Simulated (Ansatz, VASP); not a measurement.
# Al2SbP (CuAu-ordered zincblende type (invented)): VASP beside Ansatz, part 3 of 3

One calculation is typed for both programs; each brings its own data sets. How far apart do they land? The cell is generated by rule, not measured, and may not be a known phase. The cell is taken from a series of runs on this material, whose earlier steps may have relaxed, scaled, displaced or heated it; both programs get it as it stands.

VASP 6.6.1 and Ansatz 0.2.0.

So far: The structure; Ansatz: zone-centre phonons, LDA, pair 1; VASP: zone-centre phonons, LDA, pair 1.

### 4. Differences

Known differences besides the potentials themselves: the two LDA forms differ slightly; the cutoff is 420 eV in Ansatz and 500 eV in VASP; VASP's log shows a relativistic correction to its local exchange, Ansatz's none. Total energies have different zeros and are not compared.

The two programs side by side:

```
                  quantity  Ansatz   VASP  difference
optical mode 1 to 2 (cm⁻¹)    90.0   88.7     +1.48 %
     optical mode 3 (cm⁻¹)   216.5  218.5     -0.90 %
optical mode 4 to 5 (cm⁻¹)   303.5  307.5     -1.31 %
     optical mode 6 (cm⁻¹)   346.8  348.7     -0.54 %
     optical mode 7 (cm⁻¹)   363.3  364.7     -0.39 %
optical mode 8 to 9 (cm⁻¹)   374.6  375.4     -0.21 %
```

Modes are paired by rising frequency, not by their patterns, so a pair may set unlike modes beside each other; they are those without the splitting of longitudinal modes. The cell carries a charge of +0.4 e against a uniform background, so its pressure also hangs on how the neutralising background is counted, and in a defect's cell a gap may be the spacing between its levels.

### 5. VASP: zone-centre phonons, LDA, pair 2

Second derivatives magnify differences that forces hide, and they need a tight electronic threshold.

Input file INCAR:

```
SYSTEM = Al2SbP
PREC = Accurate
ENCUT = 500
EDIFF = 1E-08
NELM = 120
ISMEAR = -1
SIGMA = 0.05
LREAL = .FALSE.
ALGO = Normal
GGA = CA
NELECT = 15.84
NBANDS = 13
LORBIT = 11
LWAVE = .FALSE.
LCHARG = .FALSE.
ISIF = 2
IBRION = 8
LASPH = .TRUE.
GGA_COMPAT = .FALSE.
KPAR = 2
```

Input file POSCAR:

```
Al2SbP
1.0
    4.0711574223      0.0000000000      0.0000000000
    0.0000000000      4.0711574223      0.0000000000
    0.0000000000      0.0000000000      5.7774493459
P Sb Al
1 1 2
Direct
    0.0000000000      0.0000000000      0.0000000000
    0.5000000000      0.5000000000      0.5000000000
    0.0000000000      0.5000000000      0.2221580270
    0.5000000000      0.0000000000      0.7778419730
```

Input file KPOINTS:

```
Automatic mesh
0
Gamma
8 8 6
0 0 0
```

The projector-augmented-wave data sets are P, Sb and Al (LDA family, release 64).

Run with:

```sh
$ mpirun -np 2 vasp_std
```

Numbers of over 12 decimals in the logs are rounded to 6 here.

The log of the run:

```text
[... set-up lines as in an earlier step ...]
 entering main loop
       N       E                     dE             d eps       ncg     rms          rms(c)
DAV:   1     0.397213068609E+02    0.39721E+02   -0.48926E+03  1560   0.852E+02
DAV:   2    -0.178476833804E+02   -0.57569E+02   -0.52551E+02  2060   0.133E+02
DAV:   3    -0.216676804997E+02   -0.38200E+01   -0.37214E+01  2043   0.359E+01
DAV:   4    -0.217335882646E+02   -0.65908E-01   -0.65791E-01  1908   0.549E+00
DAV:   5    -0.217348009938E+02   -0.12127E-02   -0.12123E-02  2080   0.779E-01BRMIX: very serious problems
 the old and the new charge density differ
 old charge density:    16.00000 new   15.84000
BRMIX: very serious problems
 the old and the new charge density differ
 old charge density:    16.00000 new   15.84000
    0.579E+00
DAV:   6    -0.213043579847E+02    0.43044E+00   -0.61199E-01  1815   0.404E+00    0.351E+00
DAV:   7    -0.212134483233E+02    0.90910E-01   -0.29936E-01  1915   0.280E+00    0.146E+00
DAV:   8    -0.212049664643E+02    0.84819E-02   -0.29533E-02  1900   0.106E+00    0.236E-01
[...]
RMM:   8    -0.701283930524E-02    0.81853E-06    0.15953E-07  5994   0.585E-04    0.739E-05
RMM:   9    -0.701292977605E-02   -0.90471E-07   -0.98334E-09  6160   0.138E-04    0.140E-05
RMM:  10    -0.701293680085E-02   -0.70248E-08    0.40652E-09  6320   0.328E-05    0.934E-06
 first order change of Fermi-energy  -0.33481E-04
 force on displaced ion       3 direction 2 :   0.000  -7.309   0.000
 Linear response progress:
  Degree of freedom:   7/  7
       N       E                     dE             d eps       ncg     rms          rms(c)
RMM:   1    -0.100101647361E-01   -0.10010E-01    0.56094E-03  6435   0.641E-01
RMM:   2    -0.817299374034E-02    0.18372E-02   -0.91768E-04  4234   0.186E-01    0.821E-02
RMM:   3    -0.811312190823E-02    0.59872E-04   -0.12464E-04  4426   0.554E-02    0.462E-02
RMM:   4    -0.810898217551E-02    0.41397E-05   -0.48358E-05  4425   0.346E-02    0.158E-02
[...]
RMM:   9    -0.808870897325E-02    0.21559E-07   -0.56821E-09  4799   0.664E-05    0.319E-05
RMM:  10    -0.808872713446E-02   -0.18161E-07   -0.13371E-08  4678   0.430E-05    0.469E-06
RMM:  11    -0.808872145234E-02    0.56821E-08   -0.31997E-09  4915   0.159E-05    0.267E-06
 first order change of Fermi-energy  -0.13210E+01
 force on displaced ion       3 direction 3 :   0.000   0.000 -10.072
 Linear response finished
```

From OUTCAR (step 5):

```text
  Total       -1.6571777     -1.6571777     -0.7984959      0.0000000      0.0000000     -0.0000000
  in kB      -27.7273088    -27.7273088    -13.3601498      0.0000000      0.0000000     -0.0000000
  external PRESSURE =     -22.9382558 kB  Pullay stress =       0.0000000 kB

 POSITION                                       TOTAL-FORCE (eV/Angst)
 -----------------------------------------------------------------------------------
      0.00000      0.00000      0.00000         0.000000     -0.000000      0.000000
      2.03558      2.03558      2.88872         0.000000      0.000000      0.000000
      0.00000      2.03558      1.28351         0.000000     -0.000000     -0.262819
      2.03558      0.00000      4.49394         0.000000     -0.000000      0.262819
 -----------------------------------------------------------------------------------
    total drift:                               -0.000000     -0.000000     -0.000000

[... 2 parts as in an earlier step ...]
```

### 6. Ansatz: zone-centre phonons, LDA, pair 2

The same cell, functional (in two slightly different forms), mesh and smearing now go to Ansatz, which takes its cutoff from its data sets.

The cell is taken from a series of runs on this material, whose earlier steps may have relaxed, scaled, displaced or heated it; both programs get it as it stands.

Input file input.yaml:

```yaml
crystal:
  lattice:
    - [4.0711574223, 0.0, 0.0]
    - [0.0, 4.0711574223, 0.0]
    - [0.0, 0.0, 5.7774493459]
  atoms:
    - { symbol: P, position: [0.0, 0.0, 0.0] }
    - { symbol: Sb, position: [0.5, 0.5, 0.5] }
    - { symbol: Al, position: [0.0, 0.5, 0.222158027] }
    - { symbol: Al, position: [0.5, 0.0, 0.777841973] }
total_charge: 0.16
kpoints:
  mp_grid: { grid: [8, 8, 6] }
hamiltonian:
  xc: lda
scf:
  occupations: { method: fermi_dirac, width: 0.05 }
  n_extra_bands: 10
output:
  eigenvalues: true
phonons:
  method: dfpt
```

Run with:

```sh
$ ansatz run input.yaml --threads 4 --pin off --max-ram 8192MiB --backend cpu --events-out ev --progress --plain --runs-dir out
```

The log of the run:

```text
[...]
Crystal: 4 atoms, lattice volume = 95.757 Å³
Basis set: ecut = 420 eV, 1875 PW (Γ), exchange–correlation on 60×60×80 points (8 copies of the dense FFT grid, shifted against one another)
Bands: 23, of which v1, the nominal top of the filled ones, is band 13 counted from 1 (12 counted from 0)
Symmetry: 8 space group operations
k-points: 100 of 384 (irreducible under 4 space group operations, time reversal used)
[...]
k-point 1: bands = [... 9 lower, 3.4340, 5.0365, 5.7904, 5.7904, 6.9743, 7.6617, 9.0881, 9.5199, ... 6 higher]
  k-point 2: bands = [... 9 lower, 3.6029, 3.8736, 5.3506, 5.3506, 7.3402, 7.9736, 9.0793, 9.9885, ... 6 higher]
  k-point 99: bands = [... 9 lower, 2.6218, 2.6218, 2.9162, 2.9488, 9.8181, 9.9277, 10.8068, 10.8068, ... 6 higher]
[...]
ASR residual: 1.467e-5 → 0.000e0 eV/Å²; symmetrization residual: 1.588e-5 eV/Å²
  ASR residual per site (eV/Å²): 6.82e-6 7.11e-6 1.47e-5 1.47e-5
[...]
[key lines of the parts left out:]
SCF converged after 11 iterations
Free energy (F): -8089.713983 eV
Fermi energy:    5.771643 eV
```

### 7. Side by side

Both answers:

```
                  quantity  Ansatz   VASP  difference
optical mode 1 to 2 (cm⁻¹)    95.2   93.8     +1.49 %
     optical mode 3 (cm⁻¹)   212.5  214.5     -0.96 %
optical mode 4 to 5 (cm⁻¹)   314.0  318.2     -1.34 %
     optical mode 6 (cm⁻¹)   356.7  358.0     -0.37 %
     optical mode 7 (cm⁻¹)   358.8  360.5     -0.45 %
optical mode 8 to 9 (cm⁻¹)   382.1  382.8     -0.18 %
```

Modes are paired by rising frequency, not by their patterns, so a pair may set unlike modes beside each other; they are those without the splitting of longitudinal modes. The cell carries a charge of +0.16 e against a uniform background, so its pressure also hangs on how the neutralising background is counted, and in a defect's cell a gap may be the spacing between its levels.

### 8. What came out

* r.m.s. difference of the optical zone-centre modes, each program's sorted by frequency (zone-centre phonons, LDA, pair 1): 2.3 cm⁻¹
* difference in optical mode 1 to 2 (zone-centre phonons, LDA, pair 1): +1.5 %
* r.m.s. difference of the optical zone-centre modes, each program's sorted by frequency (zone-centre phonons, LDA, pair 2): 2.3 cm⁻¹
* difference in optical mode 1 to 2 (zone-centre phonons, LDA, pair 2): +1.5 %

**Reading.** The r.m.s. difference of the optical zone-centre modes, each program's sorted by frequency is 2.3 cm⁻¹ (zone-centre phonons, LDA, pair 1). The data sets hold unlike numbers of valence electrons (25.6 in Ansatz and 15.6 in VASP and 25.84 in Ansatz and 15.84 in VASP), so part of the differences comes from the potentials. Among the rows given in per cent, the largest difference of the zone-centre phonons, LDA, pair 1 pair is in optical mode 1 to 2, +1.5 %. Among the rows given in per cent, the largest difference of the zone-centre phonons, LDA, pair 2 pair is in optical mode 1 to 2, +1.5 %. Such differences can come from data sets, numerical settings and the points named under the comparisons, not from the functional's error against experiment.

[Lines on the potential files, build, host, timing and source positions are cut from VASP's logs without a mark.]

[Logs are printed without paths, hosts, clocks, repeated set-up lines and the standing remarks that a program may print on its own settings, such as how far it seeks lower states.]

[Hosts, paths, dates, database ids (printed as entryN), source tags and the programs' standing remarks are cut or masked in the printed files.]
